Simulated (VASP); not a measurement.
Computed with PBE GGA, VASP's PBE PAW potentials (set 64) (plane waves; VASP).

VASP input:

**KPOINTS**
```
Automatic mesh
0
Gamma
5 5 7
0 0 0
```

INCAR:
```
ALGO = Normal
EDIFF = 1E-6
EDIFFG = -0.02
ENCUT = 480
GGA = PE
IBRION = 2
ISIF = 3
ISMEAR = 0
LASPH = .True.
LCHARG = .False.
LMAXMIX = 4
LREAL = .False.
LWAVE = .False.
NELM = 100
NSW = 60
PREC = Accurate
SIGMA = 0.05
SYSTEM = TiO2
```

POSCAR:
```
TiO2
1
    4.6515024798    -0.0000000000     0.0000000000
    0.0000000000     4.6515024798     0.0000000000
    0.0000000000     0.0000000000     2.9751980799
Ti O
2 4
Direct
  0.0000000000   0.0000000000   0.0000000000
  0.5000000000   0.5000000000   0.5000000000
  0.3044930880   0.3044930880   1.0000000000
  0.8044930880   0.1955069120   0.5000000000
  0.1955069120   0.8044930880   0.5000000000
  0.6955069120   0.6955069120   0.0000000000
```

POTCAR, in this order: Ti O (PBE.64 set). Program: vasp_std.

The run wrote:

File OSZICAR:
```
       N       E                     dE             d eps       ncg     rms          rms(c)
DAV:   1     0.368864580691E+03    0.36886E+03   -0.13996E+04   968   0.149E+03
DAV:   2    -0.867195694454E+00   -0.36973E+03   -0.35808E+03  1236   0.361E+02
DAV:   3    -0.681168714505E+02   -0.67250E+02   -0.65366E+02  1284   0.182E+02
DAV:   4    -0.710291225538E+02   -0.29123E+01   -0.29079E+01  1204   0.424E+01
DAV:   5    -0.711128854363E+02   -0.83763E-01   -0.83750E-01  1152   0.719E+00    0.425E+01
DAV:   6    -0.543360603555E+02    0.16777E+02   -0.12268E+02  1316   0.742E+01    0.146E+01
DAV:   7    -0.535321349120E+02    0.80393E+00   -0.22778E+01  1400   0.397E+01    0.132E+01
DAV:   8    -0.533651474466E+02    0.16699E+00   -0.11585E+01  1092   0.276E+01    0.771E+00
DAV:   9    -0.528058663394E+02    0.55928E+00   -0.37424E+00  1152   0.167E+01    0.426E-01
DAV:  10    -0.528252749271E+02   -0.19409E-01   -0.20208E-01  1216   0.237E+00    0.378E-01
DAV:  11    -0.528287834997E+02   -0.35086E-02   -0.71803E-02  1464   0.184E+00    0.564E-01
DAV:  12    -0.528241552405E+02    0.46283E-02   -0.44022E-02  1412   0.158E+00    0.120E-01
DAV:  13    -0.528240104782E+02    0.14476E-03   -0.92465E-04  1312   0.238E-01    0.450E-02
DAV:  14    -0.528239834493E+02    0.27029E-04   -0.24929E-04  1480   0.106E-01    0.110E-02
DAV:  15    -0.528239817421E+02    0.17072E-05   -0.97435E-06  1064   0.296E-02    0.253E-03
DAV:  16    -0.528239818245E+02   -0.82404E-07   -0.20820E-07   684   0.416E-03
   1 F= -.52823982E+02 E0= -.52823982E+02  d E =-.528240E+02
       N       E                     dE             d eps       ncg     rms          rms(c)
DAV:   1    -0.528250851549E+02   -0.11034E-02   -0.75885E-02   960   0.238E+00    0.224E-01
DAV:   2    -0.528247450771E+02    0.34008E-03   -0.46154E-03  1240   0.656E-01    0.197E-01
DAV:   3    -0.528245282055E+02    0.21687E-03   -0.99448E-04  1260   0.260E-01    0.990E-02
DAV:   4    -0.528244123483E+02    0.11586E-03   -0.23779E-04  1232   0.145E-01    0.839E-03
DAV:   5    -0.528244152455E+02   -0.28972E-05   -0.37751E-05  1080   0.506E-02    0.716E-03
DAV:   6    -0.528244150827E+02    0.16281E-06   -0.10010E-06   616   0.102E-02
   2 F= -.52824415E+02 E0= -.52824415E+02  d E =-.433258E-03
```

**OUTCAR**
```
------------------------ aborting loop because EDIFF is reached ----------------------------------------
  FORCE on cell =-STRESS in cart. coord.  units (eV):
  Direction    XX          YY          ZZ          XY          YZ          ZX
  --------------------------------------------------------------------------------------
  Total        0.1179227      0.1179227      0.0780729      0.0000000      0.0000000      0.0000000
  in kB        2.9362240      2.9362240      1.9439814      0.0000000      0.0000000      0.0000000
  external PRESSURE =       2.6054765 kB  Pullay stress =       0.0000000 kB
  volume of cell :       64.35
      direct lattice vectors                 reciprocal lattice vectors
     4.655624832 -0.000000000  0.000000000     0.214793940 -0.000000000  0.000000000
     0.000000000  4.655624832  0.000000000     0.000000000  0.214793940  0.000000000
     0.000000000  0.000000000  2.968675676     0.000000000  0.000000000  0.336850538
 POSITION                                       TOTAL-FORCE (eV/Angst)
 -----------------------------------------------------------------------------------
      0.00000     -0.00000      0.00000         0.000000      0.000000      0.000000
      2.32781      2.32781      1.48434         0.000000      0.000000      0.000000
      1.41810      1.41810      0.00000        -0.004271     -0.004271      0.000000
      3.74591      0.90972      1.48434        -0.004271      0.004271     -0.000000
      0.90972      3.74591      1.48434         0.004271     -0.004271      0.000000
      3.23753      3.23753      0.00000         0.004271      0.004271     -0.000000
 -----------------------------------------------------------------------------------
    total drift:                                0.000000      0.000000     -0.000000
  FREE ENERGIE OF THE ION-ELECTRON SYSTEM (eV)
  ---------------------------------------------------
  free  energy   TOTEN  =       -52.8244150827 eV

  energy  without entropy=      -52.8244150827  energy(sigma->0) =      -52.82441508

 reached required accuracy - stopping structural energy minimisation
```
(Selected blocks of OUTCAR.)

**CONTCAR**
```
TiO2
   1.00000000000000
     4.6556248319455138   -0.0000000000000000    0.0000000000000000
     0.0000000000000000    4.6556248319455138    0.0000000000000000
     0.0000000000000000    0.0000000000000000    2.9686756760917681
  Ti              O
     2     4
Direct
     0.0000000000000000    0.0000000000000000    0.0000000000000000
     0.5000000000000000    0.5000000000000000    0.5000000000000000
     0.3045984140433378    0.3045984140433378    0.0000000000000000
     0.8045984140433379    0.1954015859566622    0.5000000000000000
     0.1954015859566622    0.8045984140433379    0.5000000000000000
     0.6954015859566621    0.6954015859566621    0.0000000000000000
```

The compound is TiO2 in the rutile structure. This run relaxes it. Symmetry was kept, so distortions that lower it aren't found. The start is the result of an earlier pass.
